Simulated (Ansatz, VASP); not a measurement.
## Two plane-wave programs on Nb4Ga

Contents of INCAR:

```
  PREC = Accurate
  ENCUT = 600
  EDIFF = 1E-7
  ISMEAR = 0
  SIGMA = 0.1
  LREAL = F
  LASPH = T
  NELM = 100
  ALGO = Normal
  ISIF = 3
  LWAVE = F
  LCHARG = F
  GGA = PE
  IBRION = 2
  NSW = 90
  EDIFFG = -0.04
```

KPOINTS

```
regular mesh
0
Gamma
  4 4 4
```

POSCAR

```
Nb4Ga
1.0
   -2.7304581400      2.7304581400      2.7304581400
    2.7304581400     -2.7304581400      2.7304581400
    2.7304581400      2.7304581400     -2.7304581400
Nb Ga
4 1
Direct
    0.0000000000      0.0000000000      0.5000000000
    0.0000000000      0.5000000000      0.0000000000
    0.5000000000      0.0000000000      0.0000000000
    0.5000000000      0.5000000000      0.5000000000
    0.0000000000      0.0000000000      0.0000000000
```

Input for Ansatz:

```yaml
crystal:
  lattice:
    - [-2.73045814, 2.73045814, 2.73045814]
    - [2.73045814, -2.73045814, 2.73045814]
    - [2.73045814, 2.73045814, -2.73045814]
  atoms:
    - { symbol: Nb, position: [0.0, 0.0, 0.5] }
    - { symbol: Nb, position: [0.0, 0.5, 0.0] }
    - { symbol: Nb, position: [0.5, 0.0, 0.0] }
    - { symbol: Nb, position: [0.5, 0.5, 0.5] }
    - { symbol: Ga, position: [0.0, 0.0, 0.0] }
basis:
  ecutwfc: 420
kpoints:
  mp_grid: { grid: [4, 4, 4] }
hamiltonian:
  xc: pbe
scf:
  occupations: { method: gaussian, width: 0.1 }
  lower_state_search: "off"
output:
  forces: true
  stress: true
  eigenvalues: true
relax:
  adjacent_minimum: "off"
  f_tol: 0.04
  max_steps: 70
  cell: { stress_tol: 0.4 }
```

Change from the starting cell: species swapped into the MnGa4 type (Im-3m, No. 229).

Alike in both runs: task relaxation of cell and atoms; functional PBE; k mesh 4 × 4 × 4; occupations gaussian, width 0.1 eV; no spin polarisation.

|  | VASP | Ansatz |
| --- | --- | --- |
| version | VASP 6.6.1 | Ansatz 0.2.0 |
| potentials or method | VASP PAW PBE potentials, release 64 (Nb_sv, Ga_d) | scalar-relativistic, plane waves, PAW |
| plane-wave cutoff (eV) | 600 | 420 |
| valence electrons in the cell | 65 | 65 |

|  | VASP | Ansatz | Ansatz less VASP |
| --- | --- | --- | --- |
| gap on the k mesh at the Fermi level, each at its own relaxed structure (eV) | none | none | - |
| relaxed volume (Å³/atom) | 20.80 | 20.79 | -0.008 |
| relaxed cell length with the largest relative difference (Å) | 5.131 | 5.130 | -0.0007 |
| energy change over the relaxation (meV/atom) | -581 | -581 | -0.3 |

A gap of «none» marks a metal or a gap that the smearing closes.

Caveats: the k mesh is coarse (spacing up to 0.41 Å⁻¹), so the values aren't converged; the volume moved by over 15 % at a fixed basis, so the end points are rough (VASP).
